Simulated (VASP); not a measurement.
# As2S (I4_1/amd) in VASP: reference runs

How does As2S come out in PBE? The cell is run as given and disturbed.

All numbers are computed with VASP 6.6.1; they aren't measurements. Logs are shortened: lines on timing, memory, paths and dates and some standing lists are left out, and cuts for length are marked.

**1. Starting point**

Symmetry: I4_1/amd, No. 141, tetragonal system. The conventional cell has a = 7.013 Å, b = 7.013 Å, c = 4.972 Å, α = 90.00°, β = 90.00°, γ = 90.00°. As (site symmetry 2/m) is surrounded by 2 S at 2.56 Å and 4 As at 2.77 Å. S (site symmetry -4m2) is surrounded by 4 As at 2.56 Å.

The cell comes from a database or a generator and needn't be the stable form of this composition.

**2. Single point, PBE**

INCAR reads:

```
SYSTEM = As2S
ALGO = Normal ; EDIFF = 1E-7
ENCUT = 520 ; GGA = PE
ISIF = 2 ; ISMEAR = -1
LASPH = .True. ; LCHARG = .True.
LELF = .True. ; LREAL = .False.
LVHAR = .True. ; LWAVE = .False.
NBANDS = 25 ; NELM = 60
PREC = Accurate ; SIGMA = 0.05
```

KPOINTS reads:

```
k-points
0
Gamma
  7 7 7
  0 0 0
```

POSCAR reads:

```
As2S
1.0
   -3.5064800000      3.5064800000      2.4859190000
    3.5064800000     -3.5064800000      2.4859190000
    3.5064800000      3.5064800000     -2.4859190000
As S
4 2
Direct
    0.8750000000      0.1250000000      0.2500000000
    0.8750000000      0.6250000000      0.7500000000
    0.3750000000      0.1250000000      0.2500000000
    0.8750000000      0.1250000000      0.7500000000
    0.2500000000      0.7500000000      0.5000000000
    0.5000000000      0.5000000000      0.0000000000
```

Potentials or basis: VASP PAW PBE potentials, release 64 (As, S).

The run is started by

```console
> cat potpaw_PBE.64/As/POTCAR potpaw_PBE.64/S/POTCAR > POTCAR
> mpirun -np 1 vasp_std > vasp.out
```

OUTCAR:

```text
SYSTEM = As2S
   EDIFF = 1E-7
   ENCUT = 520
   GGA = PE
   ISIF = 2
   ISMEAR = -1
   LASPH = .True.
   LREAL = .False.
   NELM = 60
   PREC = Accurate

 ion  position               nearest neighbor table
   1  0.875  0.125  0.250-   5 2.56   6 2.56   4 2.77   4 2.77   3 2.77   3 2.77
   2  0.875  0.625  0.750-   5 2.56   6 2.56   3 2.77   4 2.77   4 2.77   3 2.77
   3  0.375  0.125  0.250-   5 2.56   6 2.56   1 2.77   2 2.77   1 2.77   2 2.77
   4  0.875  0.125  0.750-   6 2.56   5 2.56   2 2.77   1 2.77   2 2.77   1 2.77
   5  0.250  0.750  0.500-   4 2.56   2 2.56   3 2.56   1 2.56
   6  0.500  0.500  0.000-   1 2.56   2 2.56   3 2.56   4 2.56

  LATTYP: Found a body centered tetragonal cell.
 ALAT       =     7.0129600000
 C/A-ratio  =     0.7089500011

  Lattice vectors:

 A1 = (  -3.5064800000,   3.5064800000,   2.4859190000)
 A2 = (   3.5064800000,  -3.5064800000,   2.4859190000)
 A3 = (   3.5064800000,   3.5064800000,  -2.4859190000)

Analysis of symmetry for initial positions (statically):
=====================================================================
 Subroutine PRICEL returns:
 Original cell was already a primitive cell.

 Routine SETGRP: Setting up the symmetry group for a
 body centered tetragonal supercell.

 Subroutine GETGRP returns: Found 16 space group operations
 (whereof  8 operations were pure point group operations)
 out of a pool of 16 trial point group operations.

The static configuration has the point symmetry D_2d.
 The point group associated with its full space group is D_4h.

Analysis of symmetry for dynamics (positions and initial velocities):
=====================================================================
 Subroutine PRICEL returns:
 Original cell was already a primitive cell.

 Routine SETGRP: Setting up the symmetry group for a
 body centered tetragonal supercell.

 Subroutine GETGRP returns: Found 16 space group operations
 (whereof  8 operations were pure point group operations)
 out of a pool of 16 trial point group operations.

The dynamic configuration has the point symmetry D_2d.
 The point group associated with its full space group is D_4h.

 Subroutine INISYM returns: Found 16 space group operations
 (whereof  8 operations are pure point group operations),
 and found     1 'primitive' translations

----------------------------------------------------------------------------------------

                                     Primitive cell

  volume of cell :     122.2615

  direct lattice vectors                    reciprocal lattice vectors
    -3.506480000  3.506480000  2.485919000     0.000000000  0.142593142  0.201132861
     3.506480000 -3.506480000  2.485919000     0.142593142  0.000000000  0.201132861
     3.506480000  3.506480000 -2.485919000     0.142593142  0.142593142  0.000000000

  length of vectors
     5.547125134  5.547125134  5.547125134     0.246550668  0.246550668  0.201657155

  position of ions in fractional coordinates (direct lattice)
     0.875000000  0.125000000  0.250000000
     0.875000000  0.625000000  0.750000000
     0.375000000  0.125000000  0.250000000
     0.875000000  0.125000000  0.750000000
     0.250000000  0.750000000  0.500000000
     0.500000000  0.500000000  0.000000000

  ion indices of the primitive-cell ions
   primitive index   ion index
                 1           1
                 2           2
                 3           3
                 4           4
                 5           5
                 6           6

----------------------------------------------------------------------------------------

 KPOINTS: k-points

Automatic generation of k-mesh.
 Grid dimensions read from file:
 generate k-points for:    7    7    7

 Generating k-lattice:

  Cartesian coordinates                     Fractional coordinates (reciprocal lattice)
     0.000000000  0.020370449  0.028733266     0.142857143  0.000000000  0.000000000
     0.020370449  0.000000000  0.028733266     0.000000000  0.142857143  0.000000000
     0.020370449  0.020370449  0.000000000     0.000000000  0.000000000  0.142857143

  Length of vectors
     0.035221524  0.035221524  0.028808165

  Shift w.r.t. Gamma in fractional coordinates (k-lattice)
     0.000000000  0.000000000  0.000000000

 Subroutine IBZKPT returns following result:
 ===========================================

 Found     40 irreducible k-points:

 Following reciprocal coordinates:
            Coordinates               Weight
  0.000000  0.000000  0.000000      1.000000
  0.142857  0.000000  0.000000      8.000000
  0.285714  0.000000  0.000000      8.000000
  0.428571 -0.000000  0.000000      8.000000
  0.142857  0.142857  0.000000      8.000000
  0.285714  0.142857 -0.000000     16.000000
[... 16 lines left out ...]
 -0.142857  0.285714  0.142857      8.000000
 -0.428571  0.428571  0.142857      8.000000
 [... further k-points ...]
   k-points           NKPTS =     40   k-points in BZ     NKDIM =     40   number of bands    NBANDS=     25
   number of dos      NEDOS =    301   number of ions     NIONS =      6
   total plane-waves  NPLWV =  74088
   dimension x,y,z NGX =    42 NGY =   42 NGZ =   42
   dimension x,y,z NGXF=    84 NGYF=   84 NGZF=   84
   ions per type =               4   2
   NGX,Y,Z   is equivalent  to a cutoff of  12.59, 12.59, 12.59 a.u.
   NGXF,Y,Z  is equivalent  to a cutoff of  25.17, 25.17, 25.17 a.u.
 SYSTEM =  As2S
   PREC   = accura    normal or accurate (medium, high low for compatibility)
   ISTART =      0    job   : 0-new  1-cont  2-samecut
   ICHARG =      2    charge: 1-file 2-atom 10-const
   ISPIN  =      1    spin polarized calculation?
   LNONCOLLINEAR =      F non collinear calculations
   LSORBIT =      F    spin-orbit coupling
   LASPH  =      T    aspherical Exc in radial PAW
   ENCUT  =  520.0 eV  38.22 Ry    6.18 a.u.  10.31 10.31 10.31*2*pi/ulx,y,z
   NELM   =     60;   NELMIN=  2; NELMDL= -5     # of ELM steps
   EDIFF  = 0.1E-06   stopping-criterion for ELM
   LREAL  =      F    real-space projection
   EDIFFG = 0.1E-05   stopping-criterion for IOM
   NSW    =      0    number of steps for IOM
   IBRION =     -1    ionic relax: 0-MD 1-quasi-New 2-CG
   NFREE  =      0    steps in history (QN), initial steepest desc. (CG)
   ISIF   =      2    stress and relaxation
   ISYM   =      2    0-nonsym 1-usesym 2-fastsym
   POTIM  = 0.5000    time-step for ionic-motion
   TEBEG  =    0.0;   TEEND  =   0.0 temperature during run
   PSTRESS=    0.0 pullay stress
   NELECT =      32.0000    total number of electrons
   NUPDOWN=      -1.0000    fix difference up-down
   EMIN   =  10.00;   EMAX   =-10.00  energy-range for DOS
   EFERMI =   0.00;   METHOD = LEGACY
   ISMEAR =    -1;   SIGMA  =   0.05  broadening in eV -4-tet -1-fermi 0-gaus
   EFERMI_NEDOS =   21; number of points for ismear=-14 and -15
   IALGO  =     38    algorithm
   IMIX   =      4    mixing-type and parameters
     AMIX     =   0.40;   BMIX     =  1.00
     AMIX_MAG =   1.60;   BMIX_MAG =  1.00
  volume/ion in A,a.u.               =      20.38       137.51
  Fermi-wavevector in a.u.,A,eV,Ry     =   1.047197  1.978915 14.920433  1.096621
  Thomas-Fermi vector in A             =   2.182067
   LORBIT       =      0    0 simple, 1 ext, 2 COOP (PROOUT), +10 PAW based schemes
   GGA     = PE    functional components
   LHFCALC =     F    Hartree Fock is set to
   AEXX    =    0.0000 exact exchange contribution
   IVDW    =     0    specifies the selected vdW correction
   LEPSILON=     F    determine dielectric tensor
   LRPA    =     F    only Hartree local field effects (RPA)
 non-spin polarized calculation
  energy-cutoff  :      520.00
  volume of cell :      122.26
 maximum number of plane-waves:      3310
 NGX is ok and might be reduce to    42
   NGX = 21   NGY = 21   NGZ = 21

 number of electron      31.9999998 magnetization

 Free energy of the ion-electron system (eV)
  ---------------------------------------------------
  ext. energy  EPLUGINS =         0.00000000
  ---------------------------------------------------
  free energy    TOTEN  =       -26.52155363 eV

  energy without entropy =      -26.51075121  energy(sigma->0) =      -26.51615242

 E-fermi :   5.4830     XC(G=0): -10.0535

 val. band max:        5.4729708941   @ k =   0.2857   0.1429   0.1429
 cond. band min:       5.4924752078   @ k =  -0.4286   0.4286   0.1429
 fundamental gap:      0.0195043137
 Fermi energy:         5.4830209742

 k-point     1 :       0.0000    0.0000    0.0000
  band No.  band energies     occupation
      1      -9.9127      2.00000
      2      -7.4974      2.00000
      3      -5.1537      2.00000
      4      -5.1537      2.00000
      5      -4.7763      2.00000
      6      -3.2054      2.00000
[... 17 lines left out ...]
     24      11.0311      0.00000
     25      11.7073      0.00000

 k-point     2 :       0.1429    0.0000    0.0000
  band No.  band energies     occupation
      1      -9.7608      2.00000
      2      -7.5783      2.00000
      3      -5.3405      2.00000
      4      -5.1978      2.00000
      5      -5.0122      2.00000
      6      -3.4027      2.00000
[... 17 lines left out ...]
     24      10.7262      0.00000
     25      11.9384      0.00000

 k-point     3 :       0.2857    0.0000    0.0000
  band No.  band energies     occupation
      1      -9.3147      2.00000
      2      -7.7296      2.00000
      3      -6.3031      2.00000
      4      -5.2896      2.00000
      5      -5.2670      2.00000
      6      -3.1792      2.00000
[... 552 lines left out ...]
 k-point    23 :      -0.1429    0.2857    0.1429
  band No.  band energies     occupation
      1      -9.4122      2.00000
      2      -7.9364      2.00000
      3      -5.7577      2.00000
      4      -5.4530      2.00000
      5      -4.9349      2.00000
      6      -3.5074      2.00000
[... 17 lines left out ...]
     24      10.6765      0.00000
     25      11.3950      0.00000

 k-point    24 :      -0.4286    0.4286    0.1429
  band No.  band energies     occupation
      1      -9.0621      2.00000
      2      -8.5625      2.00000
      3      -5.3841      2.00000
      4      -5.2314      2.00000
      5      -4.7192      2.00000
      6      -4.3670      2.00000
[... 17 lines left out ...]
     24      10.5481      0.00000
     25      12.1474      0.00000

 [... further k-points ...]

------------------------ aborting loop because EDIFF is reached ----------------------------------------

  FORCE on cell =-STRESS in cart. coord.  units (eV):
  Direction    XX          YY          ZZ          XY          YZ          ZX
  --------------------------------------------------------------------------------------
  -------------------------------------------------------------------------------------
  Total        0.1596471      0.1596471      0.6591372      0.0000000     -0.0000000      0.0000000
  in kB        2.0920979      2.0920979      8.6376721      0.0000000     -0.0000000      0.0000000
  external PRESSURE =       4.2739560 kB  Pullay stress =       0.0000000 kB

 VOLUME and BASIS-vectors are now :
 -----------------------------------------------------------------------------
  energy-cutoff  :      520.00
  volume of cell :      122.26
      direct lattice vectors                 reciprocal lattice vectors
    -3.506480000  3.506480000  2.485919000     0.000000000  0.142593142  0.201132861
     3.506480000 -3.506480000  2.485919000     0.142593142  0.000000000  0.201132861
     3.506480000  3.506480000 -2.485919000     0.142593142  0.142593142  0.000000000

 POSITION                                       TOTAL-FORCE (eV/Angst)
 -----------------------------------------------------------------------------------
     -1.75324      3.50648      1.86444         0.000000     -0.000000      0.000000
      1.75324      3.50648      1.86444         0.000000     -0.000000      0.000000
      0.00000      1.75324      0.62148         0.000000     -0.000000      0.000000
      0.00000      5.25972      0.62148         0.000000     -0.000000      0.000000
      3.50648      0.00000      1.24296        -0.000000      0.000000     -0.000000
      0.00000      0.00000      2.48592        -0.000000     -0.000000      0.000000
 -----------------------------------------------------------------------------------
    total drift:                               -0.000000      0.000000     -0.000000

  FREE ENERGIE OF THE ION-ELECTRON SYSTEM (eV)
  ---------------------------------------------------
  free  energy   TOTEN  =       -26.5215536341 eV

  energy  without entropy=      -26.5107512061  energy(sigma->0) =      -26.51615242
```

Wall time 2.2 min (1 thread of Intel Xeon Platinum 8259CL at 2.50GHz (Skylake/Cascade Lake), shared host); peak memory 0.29 GiB.

Results:

```
Free energy            : -26.5216 eV
Pressure               : 0.4 GPa
Band gap on the k mesh : none (metal or under the smearing width)
```

**3. Single point, PBE (atoms moved at random, drawn with an rms of 0.05 Å)**

INCAR reads:

```
PREC = Accurate
ENCUT = 520
EDIFF = 1E-7
ISMEAR = -1
SIGMA = 0.05
LREAL = F
LASPH = T
NELM = 80
ALGO = Normal
ISIF = 2
LWAVE = F
LCHARG = F
GGA = PE
NBANDS = 25
```

KPOINTS reads:

```
Automatic mesh
0
Gamma
  7 7 7
```

POSCAR reads:

```
As2S
1.0
   -3.5064800000      3.5064800000      2.4859190000
    3.5064800000     -3.5064800000      2.4859190000
    3.5064800000      3.5064800000     -2.4859190000
As S
4 2
Direct
    0.8703720000      0.1242220000      0.2455540000
    0.8794480000      0.6243580000      0.7504100000
    0.3764560000      0.1239810000      0.2436190000
    0.8803750000      0.1315720000      0.7511190000
    0.2521990000      0.7541430000      0.5017450000
    0.4881130000      0.4876590000     -0.0003480000
```

Potentials or basis: VASP PAW PBE potentials, release 64 (As, S).

The run is started by

```console
> cat potpaw_PBE.64/As/POTCAR potpaw_PBE.64/S/POTCAR > POTCAR
> mpirun -np 1 vasp_std > vasp.out
```

It took 10 min on 1 thread of Intel Xeon Platinum 8259CL at 2.50GHz (Skylake/Cascade Lake), shared host; peak memory 0.54 GiB.

Results (log left out):

- Free energy: -26.5055 eV
- Pressure: 0.6 GPa
- Largest force: 0.367 eV/Å
- Band gap on the k mesh: none (metal or under the smearing width)

Forces in eV/Å, atoms in the order of the input:
```
As   0.090  0.060  0.057
As  -0.062 -0.024  0.077
As   0.056 -0.010 -0.090
As  -0.006  0.007 -0.086
S   -0.080 -0.011 -0.324
S    0.003 -0.021  0.366
```

Stress tensor (GPa, compression positive):
```
-0.19  0.00 -0.15
 0.00  0.83 -0.02
-0.15 -0.02  1.10
```

Levels at points of the mesh, in eV from the Fermi level:
| k point | band 13 | band 14 | band 15 | band 16 | band 17 | band 18 | band 19 | band 20 |
| --- | --- | --- | --- | --- | --- | --- | --- | --- |
| (0.00, 0.00, 0.00) | -3.43 | -2.87 | -2.71 | -1.51 | 2.70 | 2.81 | 2.94 | 3.08 |
